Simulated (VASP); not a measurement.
# Mg2CdO3 (Immm) in VASP: density of states with PBE

Aim: the density of states of Mg2CdO3 with PBE.

Everything below comes from runs of VASP 6.6.1. Logs are shortened: lines on timing, memory, paths and dates and some standing lists are left out, and cuts for length are marked.

## 1. Starting point

It takes space group Immm (No. 71, orthorhombic). Conventional cell: a = 3.118 Å, b = 4.501 Å, c = 9.484 Å, α = 90.00°, β = 90.00°, γ = 90.00°. Mg (site symmetry mm2) has 6 O at 2.08 to 2.26 Å as nearest neighbours. Cd (site symmetry mmm) is surrounded by 6 O at 2.25 to 2.36 Å. O (site symmetry mm2) has 4 Mg at 2.08 to 2.26 Å and 2 Cd at 2.36 Å as nearest neighbours. Around O (site symmetry mmm) lie 4 Mg at 2.23 Å and 2 Cd at 2.25 Å.

The cell was built by a generator and needn't be a form met in nature.

## 2. Density of states, PBE

File POSCAR:

```
Mg2CdO3
1.0
   -1.5590700000      2.2504500000      4.7422100000
    1.5590700000     -2.2504500000      4.7422100000
    1.5590700000      2.2504500000     -4.7422100000
Mg Cd O
2 1 3
Direct
    0.6686960000      0.6686960000      0.0000000000
    0.3313040000      0.3313040000      0.0000000000
    0.0000000000      0.0000000000      0.0000000000
    0.8138100000      0.3138100000      0.5000000000
    0.1861900000      0.6861900000      0.5000000000
    0.5000000000      0.0000000000      0.5000000000
```

File INCAR.step1:

```
PREC = Accurate
ENCUT = 520
EDIFF = 1E-6
ISMEAR = 0
SIGMA = 0.03
LREAL = False
LASPH = True
NELM = 100
ALGO = Fast
ISIF = 2
LWAVE = False
LCHARG = True
GGA = PE
KPAR = 4
```

File KPOINTS.step1:

```
regular mesh
0
Gamma
  10 10 10
```

File INCAR.step2:

```
PREC = Accurate
ENCUT = 520
EDIFF = 1E-6
ISMEAR = -5
SIGMA = 0.03
LREAL = False
LASPH = True
NELM = 100
ALGO = Fast
ISIF = 2
LWAVE = False
LCHARG = False
GGA = PE
LORBIT = 11
KPAR = 4
NEDOS = 2001
ICHARG = 11
```

File KPOINTS.step2:

```
regular mesh
0
Gamma
  15 15 15
```

Potentials or basis: VASP PAW PBE potentials, release 64 (Mg, Cd, O).

Command:

```sh
$ cat potpaw_PBE.64/Mg/POTCAR potpaw_PBE.64/Cd/POTCAR potpaw_PBE.64/O/POTCAR > POTCAR
$ cp INCAR.step1 INCAR
$ cp KPOINTS.step1 KPOINTS
$ mpirun -np 4 vasp_std > vasp.out
$ cp INCAR.step2 INCAR
$ cp KPOINTS.step2 KPOINTS
$ mpirun -np 4 vasp_std > vasp.out
```

OUTCAR:

```text
PREC = Accurate
   ENCUT = 520
   EDIFF = 1E-6
   ISMEAR = -5
   LREAL = False
   LASPH = True
   NELM = 100
   ISIF = 2
   GGA = PE
   LORBIT = 11
   ICHARG = 11

 ion  position               nearest neighbor table
   1  0.669  0.669  0.000-   4 2.08   4 2.08   6 2.23   6 2.23   5 2.26   5 2.26   3 3.14   2 3.14
                             2 3.14   2 3.14   2 3.14   3 3.17   3 3.17   3 3.17   3 3.17   2 3.20
   2  0.331  0.331  0.000-   5 2.08   5 2.08   6 2.23   6 2.23   4 2.26   4 2.26   3 3.14   1 3.14
                             1 3.14   1 3.14   1 3.14   3 3.17   3 3.17   3 3.17   3 3.17   1 3.20
   3  0.000  0.000  0.000-   6 2.25   6 2.25   5 2.36   5 2.36   4 2.36   4 2.36   2 3.14   1 3.14
                             2 3.17   1 3.17   1 3.17   2 3.17   1 3.17   2 3.17   1 3.17   2 3.17
   4  0.814  0.314  0.500-   1 2.08   1 2.08   2 2.26   2 2.26   3 2.36   3 2.36
   5  0.186  0.686  0.500-   2 2.08   2 2.08   1 2.26   1 2.26   3 2.36   3 2.36
   6  0.500  0.000  0.500-   1 2.23   2 2.23   1 2.23   2 2.23   3 2.25   3 2.25

  LATTYP: Found a body centered orthorhombic cell.
 ALAT       =     3.1181400000
 B/A-ratio  =     1.4434566761
 C/A-ratio  =     3.0416915212

  Lattice vectors:

 A1 = (  -1.5590700000,   2.2504500000,   4.7422100000)
 A2 = (   1.5590700000,  -2.2504500000,   4.7422100000)
 A3 = (   1.5590700000,   2.2504500000,  -4.7422100000)

Analysis of symmetry for initial positions (statically):
=====================================================================
 Subroutine PRICEL returns:
 Original cell was already a primitive cell.

 Routine SETGRP: Setting up the symmetry group for a
 body centered orthorhombic supercell.

 Subroutine GETGRP returns: Found  8 space group operations
 (whereof  8 operations were pure point group operations)
 out of a pool of  8 trial point group operations.

The static configuration has the point symmetry D_2h.

Analysis of symmetry for dynamics (positions and initial velocities):
=====================================================================
 Subroutine PRICEL returns:
 Original cell was already a primitive cell.

 Routine SETGRP: Setting up the symmetry group for a
 body centered orthorhombic supercell.

 Subroutine GETGRP returns: Found  8 space group operations
 (whereof  8 operations were pure point group operations)
 out of a pool of  8 trial point group operations.

The dynamic configuration has the point symmetry D_2h.

 Subroutine INISYM returns: Found  8 space group operations
 (whereof  8 operations are pure point group operations),
 and found     1 'primitive' translations

----------------------------------------------------------------------------------------

                                     Primitive cell

  volume of cell :      66.5542

  direct lattice vectors                    reciprocal lattice vectors
    -1.559070000  2.250450000  4.742210000     0.000000000  0.222177787  0.105436073
     1.559070000 -2.250450000  4.742210000     0.320704009  0.000000000  0.105436073
     1.559070000  2.250450000 -4.742210000     0.320704009  0.222177787  0.000000000

  length of vectors
     5.475744712  5.475744712  5.475744712     0.245926278  0.337591213  0.390146166

  position of ions in fractional coordinates (direct lattice)
     0.668696000  0.668696000  0.000000000
     0.331304000  0.331304000  0.000000000
     0.000000000  0.000000000  0.000000000
     0.813810000  0.313810000  0.500000000
     0.186190000  0.686190000  0.500000000
     0.500000000  0.000000000  0.500000000

  ion indices of the primitive-cell ions
   primitive index   ion index
                 1           1
                 2           2
                 3           3
                 4           4
                 5           5
                 6           6

----------------------------------------------------------------------------------------

 KPOINTS: regular mesh

Automatic generation of k-mesh.
 Grid dimensions read from file:
 generate k-points for:   15   15   15

 Generating k-lattice:

  Cartesian coordinates                     Fractional coordinates (reciprocal lattice)
     0.000000000  0.014811852  0.007029072     0.066666667 -0.000000000  0.000000000
     0.021380267  0.000000000  0.007029072    -0.000000000  0.066666667  0.000000000
     0.021380267  0.014811852  0.000000000     0.000000000  0.000000000  0.066666667

  Length of vectors
     0.016395085  0.022506081  0.026009744

  Shift w.r.t. Gamma in fractional coordinates (k-lattice)
     0.000000000  0.000000000  0.000000000

 TETIRR: Found   8492 inequivalent tetrahedra from    20250

 Subroutine IBZKPT returns following result:
 ===========================================

 Found    512 irreducible k-points:

 Following reciprocal coordinates:
            Coordinates               Weight
  0.000000  0.000000  0.000000      1.000000
  0.066667  0.000000 -0.000000      4.000000
  0.133333  0.000000 -0.000000      4.000000
  0.200000  0.000000 -0.000000      4.000000
  0.266667  0.000000 -0.000000      4.000000
  0.333333  0.000000 -0.000000      4.000000
[... 16 lines left out ...]
 -0.066667  0.066667 -0.000000      4.000000
  0.000000  0.133333  0.000000      4.000000
 [... further k-points ...]
   k-points           NKPTS =    512   k-points in BZ     NKDIM =    512   number of bands    NBANDS=     21
   number of dos      NEDOS =   2001   number of ions     NIONS =      6
   total plane-waves  NPLWV =  74088
   dimension x,y,z NGX =    42 NGY =   42 NGZ =   42
   dimension x,y,z NGXF=    84 NGYF=   84 NGZF=   84
   ions per type =               2   1   3
   NGX,Y,Z   is equivalent  to a cutoff of  12.75, 12.75, 12.75 a.u.
   NGXF,Y,Z  is equivalent  to a cutoff of  25.50, 25.50, 25.50 a.u.
 SYSTEM =  unknown system
   PREC   = accura    normal or accurate (medium, high low for compatibility)
   ISTART =      0    job   : 0-new  1-cont  2-samecut
   ICHARG =     11    charge: 1-file 2-atom 10-const
   ISPIN  =      1    spin polarized calculation?
   LNONCOLLINEAR =      F non collinear calculations
   LSORBIT =      F    spin-orbit coupling
   LASPH  =      T    aspherical Exc in radial PAW
   ENCUT  =  520.0 eV  38.22 Ry    6.18 a.u.  10.18 10.18 10.18*2*pi/ulx,y,z
   NELM   =    100;   NELMIN=  2; NELMDL=  0     # of ELM steps
   EDIFF  = 0.1E-05   stopping-criterion for ELM
   LREAL  =      F    real-space projection
   EDIFFG = 0.1E-04   stopping-criterion for IOM
   NSW    =      0    number of steps for IOM
   IBRION =     -1    ionic relax: 0-MD 1-quasi-New 2-CG
   NFREE  =      0    steps in history (QN), initial steepest desc. (CG)
   ISIF   =      2    stress and relaxation
   ISYM   =      2    0-nonsym 1-usesym 2-fastsym
   POTIM  = 0.5000    time-step for ionic-motion
   TEBEG  =    0.0;   TEEND  =   0.0 temperature during run
   PSTRESS=    0.0 pullay stress
   NELECT =      34.0000    total number of electrons
   NUPDOWN=      -1.0000    fix difference up-down
   EMIN   =  10.00;   EMAX   =-10.00  energy-range for DOS
   EFERMI =   0.00;   METHOD = LEGACY
   ISMEAR =    -5;   SIGMA  =   0.03  broadening in eV -4-tet -1-fermi 0-gaus
   EFERMI_NEDOS =   21; number of points for ismear=-14 and -15
   IALGO  =     68    algorithm
   IMIX   =      4    mixing-type and parameters
     AMIX     =   0.40;   BMIX     =  1.00
     AMIX_MAG =   1.60;   BMIX_MAG =  1.00
  volume/ion in A,a.u.               =      11.09        74.86
  Fermi-wavevector in a.u.,A,eV,Ry     =   1.308707  2.473098 23.302902  1.712715
  Thomas-Fermi vector in A             =   2.439356
   LORBIT       =     11    0 simple, 1 ext, 2 COOP (PROOUT), +10 PAW based schemes
   GGA     = PE    functional components
   LHFCALC =     F    Hartree Fock is set to
   AEXX    =    0.0000 exact exchange contribution
   IVDW    =     0    specifies the selected vdW correction
   LEPSILON=     F    determine dielectric tensor
   LRPA    =     F    only Hartree local field effects (RPA)
 non-spin polarized calculation
 RMM-DIIS sequential band-by-band and
 Fermi weights with tetrahedron method with Bloechl corrections
  energy-cutoff  :      520.00
  volume of cell :       66.55
 maximum number of plane-waves:      1810
 NGX is ok and might be reduce to    42

 number of electron      34.0000000 magnetization

 Free energy of the ion-electron system (eV)
  ---------------------------------------------------
  ext. energy  EPLUGINS =         0.00000000
  ---------------------------------------------------
  free energy    TOTEN  =       -31.07207646 eV

  energy without entropy =      -31.07207646  energy(sigma->0) =      -31.07207646

 E-fermi :   2.7345     XC(G=0): -11.0783

 val. band max:        2.7260917650   @ k =   0.4667  -0.0667   0.0667
 cond. band min:       4.3680431594   @ k =   0.0000   0.0000   0.0000
 fundamental gap:      1.6419513945
 Fermi energy:         2.7345464234

 k-point     1 :       0.0000    0.0000    0.0000
  band No.  band energies     occupation
      1     -14.6527      2.00000
      2     -13.7583      2.00000
      3     -13.3338      2.00000
      4      -4.4062      2.00000
      5      -3.9291      2.00000
      6      -3.7956      2.00000
[... 13 lines left out ...]
     20      11.1676      0.00000
     21      11.5646      0.00000

 k-point     2 :       0.0667    0.0000   -0.0000
  band No.  band energies     occupation
      1     -14.6373      2.00000
      2     -13.7580      2.00000
      3     -13.3434      2.00000
      4      -4.4066      2.00000
      5      -3.9424      2.00000
      6      -3.7947      2.00000
[... 13 lines left out ...]
     20      11.0950      0.00000
     21      11.5533      0.00000

 k-point     3 :       0.1333    0.0000   -0.0000
  band No.  band energies     occupation
      1     -14.5921      2.00000
      2     -13.7573      2.00000
      3     -13.3720      2.00000
      4      -4.4097      2.00000
      5      -3.9774      2.00000
      6      -3.7922      2.00000
[... 13 lines left out ...]
     20      10.6900      0.00000
     21      11.7606      0.00000

 k-point     4 :       0.2000    0.0000   -0.0000
  band No.  band energies     occupation
      1     -14.5200      2.00000
      2     -13.7577      2.00000
      3     -13.4183      2.00000
      4      -4.4210      2.00000
      5      -4.0212      2.00000
      6      -3.7885      2.00000
[... 13 lines left out ...]
     20      10.3416      0.00000
     21      12.0050      0.00000

 k-point     5 :       0.2667    0.0000   -0.0000
  band No.  band energies     occupation
      1     -14.4255      2.00000
      2     -13.7623      2.00000
      3     -13.4787      2.00000
      4      -4.4491      2.00000
      5      -4.0597      2.00000
      6      -3.9000      2.00000
[... 13 lines left out ...]
     20       9.9963      0.00000
     21      12.2608      0.00000
[... 382 lines left out ...]
     20      10.6076      0.00000
     21      11.8802      0.00000

 k-point    22 :      -0.1333    0.0667    0.0000
  band No.  band energies     occupation
      1     -14.5761      2.00000
      2     -13.7424      2.00000
      3     -13.3674      2.00000
      4      -4.3666      2.00000
      5      -3.9733      2.00000
      6      -3.7990      2.00000
[... 13 lines left out ...]
     20      10.9705      0.00000
     21      11.6237      0.00000

 k-point    23 :      -0.0667    0.0667   -0.0000
  band No.  band energies     occupation
      1     -14.6156      2.00000
      2     -13.7466      2.00000
      3     -13.3426      2.00000
      4      -4.3635      2.00000
      5      -3.9339      2.00000
      6      -3.8022      2.00000
[... 13 lines left out ...]
     20      11.2374      0.00000
     21      11.4816      0.00000

 k-point    24 :       0.0000    0.1333    0.0000
  band No.  band energies     occupation
      1     -14.5472      2.00000
      2     -13.7291      2.00000
      3     -13.3436      2.00000
      4      -4.2379      2.00000
      5      -3.8830      2.00000
      6      -3.8236      2.00000
[... 13 lines left out ...]
     20      11.5812      0.00000
     21      11.7212      0.00000

 [... further k-points ...]

------------------------ aborting loop because EDIFF is reached ----------------------------------------

  FORCE on cell =-STRESS in cart. coord.  units (eV):
  Direction    XX          YY          ZZ          XY          YZ          ZX
  --------------------------------------------------------------------------------------
  -------------------------------------------------------------------------------------
  Total       -0.0038411      0.0063558     -0.0059911      0.0000000      0.0000000      0.0000000
  in kB       -0.0924668      0.1530038     -0.1442242      0.0000000      0.0000000      0.0000000
  external PRESSURE =      -0.0278957 kB  Pullay stress =       0.0000000 kB

 VOLUME and BASIS-vectors are now :
 -----------------------------------------------------------------------------
  energy-cutoff  :      520.00
  volume of cell :       66.55
      direct lattice vectors                 reciprocal lattice vectors
    -1.559070000  2.250450000  4.742210000     0.000000000  0.222177787  0.105436073
     1.559070000 -2.250450000  4.742210000     0.320704009  0.000000000  0.105436073
     1.559070000  2.250450000 -4.742210000     0.320704009  0.222177787  0.000000000

 POSITION                                       TOTAL-FORCE (eV/Angst)
 -----------------------------------------------------------------------------------
      0.00000      0.00000      6.34219         0.000000     -0.000000     -0.003826
      0.00000      0.00000      3.14223         0.000000      0.000000      0.003826
      0.00000      0.00000      0.00000        -0.000000      0.000000     -0.000000
      0.00000      2.25045      2.97631        -0.000000      0.000000      0.000028
      1.55907      0.00000      1.76590        -0.000000      0.000000     -0.000028
      0.00000      2.25045      0.00000        -0.000000      0.000000      0.000000
 -----------------------------------------------------------------------------------
    total drift:                               -0.000000     -0.000000      0.000000

  FREE ENERGIE OF THE ION-ELECTRON SYSTEM (eV)
  ---------------------------------------------------
  free  energy   TOTEN  =       -31.0720764616 eV

  energy  without entropy=      -31.0720764616  energy(sigma->0) =      -31.07207646

 total charge

# of ion       s       p       d       tot
------------------------------------------
    1        0.136   0.146   0.060   0.342
    2        0.136   0.146   0.060   0.342
    3        0.347   0.297   9.665  10.309
    4        1.552   3.469   0.000   5.021
    5        1.552   3.469   0.000   5.021
    6        1.553   3.452   0.000   5.004
--------------------------------------------------
tot          5.276  10.979   9.786  26.040
```

It took 5 min on 4 MPI ranks of Intel Xeon Platinum 8488C (Sapphire Rapids), shared host; peak memory 0.83 GiB.

What came out:

```yaml
Valence_electrons_inside_the_program's_atomic_spheres: Mg 0.34; Cd 10.31; O 5.02, 5.00
```

Levels at points of the mesh, in eV from the valence-band top:
```tsv
k point	band 13	band 14	band 15	band 16	band 17	band 18	band 19	band 20	band 21
(0.00, 0.00, 0.00)	-1.50	-0.97	-0.83	-0.75	-0.64	1.64	8.43	8.44	8.84
```

States per cell in windows of 0.5 eV (zero at the valence-band top; states under -8 eV left out):
```
from (eV)  total  Cd3_d  O6_p  O4_p  O5_p  Cd3_s  Cd3_p
     -8.0   0.00   0.00  0.00  0.00  0.00   0.00   0.00
     -7.5   1.17   0.93  0.07  0.01  0.01   0.01   0.00
     -7.0   6.00   5.05  0.10  0.10  0.10   0.01   0.01
     -6.5   2.73   2.43  0.04  0.02  0.02   0.01   0.00
     -6.0   0.11   0.10  0.00  0.00  0.00   0.00   0.00
     -5.5   0.00   0.00  0.00  0.00  0.00   0.00   0.00
     -5.0   0.43   0.05  0.05  0.05  0.05   0.07   0.00
     -4.5   1.27   0.09  0.19  0.15  0.15   0.12   0.03
     -4.0   1.61   0.11  0.25  0.22  0.22   0.03   0.04
     -3.5   1.86   0.18  0.25  0.28  0.28   0.02   0.03
     -3.0   1.58   0.10  0.31  0.24  0.24   0.02   0.02
     -2.5   1.95   0.07  0.43  0.33  0.33   0.01   0.03
     -2.0   2.94   0.09  0.69  0.55  0.55   0.02   0.04
     -1.5   2.97   0.10  0.60  0.66  0.66   0.01   0.03
     -1.0   2.27   0.18  0.24  0.62  0.62   0.00   0.01
     -0.5   1.11   0.14  0.25  0.23  0.23   0.00   0.00
      0.0   0.00   0.00  0.00  0.00  0.00   0.00   0.00
      0.5   0.00   0.00  0.00  0.00  0.00   0.00   0.00
      1.0   0.00   0.00  0.00  0.00  0.00   0.00   0.00
      1.5   0.01   0.00  0.00  0.00  0.00   0.00   0.00
      2.0   0.04   0.00  0.00  0.00  0.00   0.01   0.00
      2.5   0.08   0.00  0.00  0.01  0.01   0.01   0.00
      3.0   0.12   0.00  0.01  0.01  0.01   0.02   0.00
      3.5   0.24   0.00  0.01  0.03  0.03   0.05   0.00
      4.0   0.31   0.00  0.02  0.03  0.03   0.07   0.01
      4.5   0.39   0.00  0.04  0.03  0.03   0.09   0.01
      5.0   0.55   0.00  0.06  0.04  0.04   0.12   0.03
      5.5   0.41   0.00  0.03  0.02  0.02   0.04   0.04
      6.0   0.36   0.00  0.03  0.02  0.02   0.02   0.03
      6.5   0.63   0.00  0.05  0.03  0.03   0.04   0.06
      7.0   0.88   0.01  0.07  0.05  0.05   0.07   0.08
      7.5   0.78   0.01  0.06  0.04  0.04   0.06   0.06
```
